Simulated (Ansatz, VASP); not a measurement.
SnCS3 in VASP and in Ansatz

INCAR

```
SYSTEM = SnCS3
PREC = Accurate
ENCUT = 520
EDIFF = 1E-6
ISMEAR = 0
SIGMA = 0.05
LREAL = .False.
LASPH = .True.
NELM = 100
ALGO = Normal
ISIF = 2
LWAVE = .False.
LCHARG = .False.
GGA = PE
NBANDS = 26
```

File KPOINTS:

```
Automatic mesh
0
Gamma
  4 4 4
  0 0 0
```

POSCAR

```
SnCS3
1.0
    4.2800000000      0.0000000000      0.0000000000
    0.0000000000      4.2800000000      0.0000000000
    0.0000000000      0.0000000000      4.2800000000
Sn C S
1 1 3
Direct
    0.0000000000      0.0000000000      0.0000000000
    0.5000000000      0.5000000000      0.5000000000
    0.5000000000      0.5000000000      0.0000000000
    0.5000000000      0.0000000000      0.5000000000
    0.0000000000      0.5000000000      0.5000000000
```

Input for Ansatz:

```yaml
crystal:
  lattice:
    - [4.28, 0.0, 0.0]
    - [0.0, 4.28, 0.0]
    - [0.0, 0.0, 4.28]
  atoms:
    - { symbol: Sn, position: [0.0, 0.0, 0.0] }
    - { symbol: C, position: [0.5, 0.5, 0.5] }
    - { symbol: S, position: [0.5, 0.5, 0.0] }
    - { symbol: S, position: [0.5, 0.0, 0.5] }
    - { symbol: S, position: [0.0, 0.5, 0.5] }
basis:
  ecutwfc: 420
kpoints:
  mp_grid: { grid: [4, 4, 4] }
hamiltonian:
  xc: pbe
scf:
  occupations: { method: gaussian, width: 0.05 }
output:
  forces: true
  stress: true
  eigenvalues: true
```

The cell comes from a database or a generator and needn't be the stable form of this composition.

Alike in both runs: task single point; functional PBE; k mesh 4 × 4 × 4; occupations gaussian, width 0.05 eV; no spin polarisation.

```csv
,VASP,Ansatz
version,VASP 6.6.1,Ansatz 0.2.0
potentials or method,"VASP PAW PBE potentials, release 64 (Sn_d, C, S)","scalar-relativistic, plane waves, PAW"
plane-wave cutoff (eV),520,420
valence electrons in the cell,36,36
```

VASP gave:

| Item | Value |
| --- | --- |
| gap on the k mesh at the Fermi level (eV) | none |
| pressure (GPa) | 1.4 |

Q: What did Ansatz give for the same quantities?

A: gap on the k mesh at the Fermi level (eV): none; pressure (GPa): 1.5.

A gap of «none» marks a metal or a gap that the smearing closes. With one functional, cell and mesh, what is left measures potentials, basis and numerics.

Caveats: the k mesh is coarse (spacing up to 0.37 Å⁻¹), so the values aren't converged.
